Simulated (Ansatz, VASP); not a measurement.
# Cross-check of WSe3 between VASP and Ansatz, part 2 of 2

Aim: how closely do two programs agree when they are given the same cell, functional and k mesh? The cell is invented: As first built, before any earlier steps moved the atoms: Se for O in the WO3 structure of space group Pmma. It may not be a known or stable phase. The structure shown is the end of the Ansatz relaxation below.

VASP 6.6.1 and Ansatz 0.2.0.

So far: Set-up; Ansatz: relaxation, r2SCAN; VASP: single point, r2SCAN.

### Step 3. VASP: single point, r2SCAN (continued)

Level of this step: r2SCAN, no spin polarisation; plane waves and PAW (W, Se); invented cell (VASP).

Numbers of over 12 decimals in the logs are rounded to 6 here.

OUTCAR, selected parts (step 3):

```text
ion  position               nearest neighbor table
   1  0.750  0.000  0.064-   5 2.24   7 2.45   8 2.45   4 2.47   4 2.47
   2  0.250  0.000  0.936-   6 2.24   7 2.45   8 2.45   3 2.47   3 2.47
   3  0.250  0.500  0.112-   2 2.47   2 2.47
   4  0.750  0.500  0.888-   1 2.47   1 2.47
   5  0.750  0.000  0.417-   1 2.24
   6  0.250  0.000  0.583-   2 2.24
   7  0.500  0.000  0.000-   1 2.45   2 2.45
   8  0.000  0.000  0.000-   1 2.45   2 2.45

  LATTYP: Found a simple orthorhombic cell.
 ALAT       =     4.4115157281
 B/A-ratio  =     1.4396198367
 C/A-ratio  =     2.1908977521

 Subroutine GETGRP returns: Found  8 space group operations
 (whereof  4 operations were pure point group operations)

The static configuration has the point symmetry C_2h.
 The point group associated with its full space group is D_2h.

 Found     48 irreducible k-points:

   k-points           NKPTS =     48   k-points in BZ     NKDIM =     48   number of bands    NBANDS=     32

   dimension x,y,z NGX =    64 NGY =   30 NGZ =   42
   dimension x,y,z NGXF=   128 NGYF=   60 NGZF=   84

   ENCUT  =  400.0 eV  29.40 Ry    5.42 a.u.  15.76  7.19 10.36*2*pi/ulx,y,z

   NELECT =      48.0000    total number of electrons

 k-points in reciprocal lattice and weights: Automatic mesh
   0.00000000  0.00000000  0.00000000       0.007
   0.25000000  0.00000000  0.00000000       0.014
   0.50000000  0.00000000  0.00000000       0.007
   0.00000000  0.16666667  0.00000000       0.014
   0.25000000  0.16666667  0.00000000       0.028
   0.50000000  0.16666667  0.00000000       0.014
   0.00000000  0.33333333  0.00000000       0.014
   0.25000000  0.33333333  0.00000000       0.028
   0.50000000  0.33333333  0.00000000       0.014
[...]
0.25000000  0.50000000  0.50000000       0.014
   0.50000000  0.50000000  0.50000000       0.007

 average (electrostatic) potential at core
       1 -51.6214       2 -51.6214       3 -61.9042       4 -61.9042       5 -61.6808
       6 -61.6808       7 -61.7050       8 -61.7050

 E-fermi :   0.9436

 k-point     1 :       0.0000    0.0000    0.0000
  band No.  band energies     occupation
    ...
     21      -0.9422      2.00000
     22      -0.3208      2.00000
     23      -0.2067      2.00000
     24       0.2286      2.00000
     25       0.7972      2.00000
     26       1.5319      0.00000
     27       1.6496      0.00000
     28       2.7422      0.00000
     29       3.2112      0.00000
     30       3.4139      0.00000
    ...

 k-point     2 :       0.2500    0.0000    0.0000
  band No.  band energies     occupation
    ...
     21      -0.6962      2.00000
     22      -0.5983      2.00000
     23      -0.5114      2.00000
     24       0.5897      2.00000
     25       0.8293      2.00000
     26       1.6568      0.00000
     27       2.3115      0.00000
     28       2.4144      0.00000
     29       2.6644      0.00000
     30       3.6018      0.00000
    ...

 k-point     3 :       0.5000    0.0000    0.0000
  band No.  band energies     occupation
    ...
     20      -1.0561      2.00000
     21      -0.9032      2.00000
     22      -0.9032      2.00000
     23       0.1123      2.00000
     24       0.1123      2.00000
     25       1.6779      0.00000
     26       1.6779      0.00000
     27       2.0287      0.00000
     28       2.0287      0.00000
     29       3.1993      0.00000
    ...

  Total       -0.4697546     -0.3723714     -0.7954288      0.0000000      0.0000000      0.0000000
  in kB       -2.7793814     -2.2031979     -4.7062877      0.0000000      0.0000000      0.0000000
  external PRESSURE =      -3.2296224 kB  Pullay stress =       0.0000000 kB

  energy-cutoff  :      400.00
  volume of cell :      270.79
      direct lattice vectors                 reciprocal lattice vectors
     9.665179892  0.000000000  0.000000000     0.103464189  0.000000000  0.000000000
     0.000000000  4.411515728  0.000000000     0.000000000  0.226679459  0.000000000
     0.000000000  0.000000000  6.350905552     0.000000000  0.000000000  0.157457860

 POSITION                                       TOTAL-FORCE (eV/Angst)
 -----------------------------------------------------------------------------------
      7.24888      0.00000      0.40921        -0.000000     -0.000000      0.092639
      2.41629      0.00000      5.94169        -0.000000     -0.000000     -0.092639
      2.41629      2.20576      0.71072        -0.000000      0.000000     -0.033182
      7.24888      2.20576      5.64019         0.000000     -0.000000      0.033182
      7.24888      0.00000      2.65133        -0.000000     -0.000000     -0.137286
      2.41629      0.00000      3.69958        -0.000000     -0.000000      0.137286
      4.83259      0.00000      0.00000        -0.000000     -0.000000      0.000000
      0.00000      0.00000      0.00000        -0.000000     -0.000000      0.000000
 -----------------------------------------------------------------------------------
    total drift:                                0.000000     -0.000000      0.000000

  FREE ENERGIE OF THE ION-ELECTRON SYSTEM (eV)
  ---------------------------------------------------
  free  energy   TOTEN  =      -188.1254105274 eV

  energy  without entropy=     -188.1243761159  energy(sigma->0) =     -188.12489332

 total charge
# of ion       s       p       d       tot
------------------------------------------
    1        0.591   0.602   4.116   5.309
    2        0.591   0.602   4.116   5.309
    3        1.468   2.379   0.043   3.890
    4        1.468   2.379   0.043   3.890
    5        1.482   2.351   0.037   3.870
    6        1.482   2.351   0.037   3.870
    7        1.455   2.421   0.037   3.914
    8        1.455   2.421   0.037   3.914
--------------------------------------------------
tot          9.993  15.506   8.467  33.965

[... 3 further parts left out ...]
```

The k-mesh is coarse for a metal.

The run ends at a pressure of -0.32 GPa, with forces up to 0.14 eV/Å.

### Step 4. Comparison

Known differences besides the PAW data sets themselves: VASP keeps PBE cores, Ansatz makes them for the functional; the data sets hold 124 valence electrons in Ansatz (default PAW (the set named soft_2) files) and 48 in VASP; the cutoff is 500 eV in Ansatz and 400 eV in VASP; Ansatz's pressure holds a Pulay correction, VASP's none. Total energies have different zeros and are not compared.

Both answers:

```csv
quantity,Ansatz,VASP,difference
pressure (GPa),0.01,-0.32,+0.33
```

Forces (eV/Å; atoms numbered as in POSCAR):

```csv
atom,"Ansatz x, y, z","VASP x, y, z"
W1,"0.000, 0.000, 0.007","0.000, 0.000, 0.093"
W2,"0.000, 0.000, -0.007","0.000, 0.000, -0.093"
Se3,"0.000, 0.000, -0.006","0.000, 0.000, -0.033"
Se4,"0.000, 0.000, 0.006","0.000, 0.000, 0.033"
Se5,"0.000, 0.000, -0.011","0.000, 0.000, -0.137"
Se6,"0.000, 0.000, 0.011","0.000, 0.000, 0.137"
Se7,"0.000, 0.000, 0.000","0.000, 0.000, 0.000"
Se8,"0.000, 0.000, 0.000","0.000, 0.000, 0.000"
```

The forces differ by 45 meV/Å r.m.s., which is 91.7 % of the r.m.s. force of 0.05 eV/Å (both taken over all components).

### Step 5. Looking for the cause

The difference is large enough to ask for its cause, so further runs change the set-up of one program at a time, as the table lists.

```csv
run,r.m.s. force difference (meV/Å)
as above,45
VASP with the data sets W_sv_GW and Se_GW and a cutoff of 520 eV,7.9
```

### Step 6. What came out

| Property | Result |
| --- | --- |
| r.m.s. force difference (single point, r2SCAN) | 45 meV/Å |

The r.m.s. force difference is 45 meV/Å (single point, r2SCAN), beyond the 12 meV/Å picked in this series as the mark of a large difference. For single point, r2SCAN: with VASP with the data sets W_sv_GW and Se_GW and a cutoff of 520 eV the r.m.s. force difference shrinks in size, from 45 to 7.9 meV/Å. Differences of this kind measure data sets and numerical settings, not the functional's error against experiment.

[Lines on the potential files, build, host, timing and source positions are cut from VASP's logs without a mark.]

[Logs are printed without paths, hosts, clocks, repeated set-up lines and the standing remarks that a program may print on its own settings, such as how far it seeks lower states.]

[Hosts, paths, dates, database ids (printed as entryN), source tags and the programs' standing remarks are cut or masked in the printed files.]
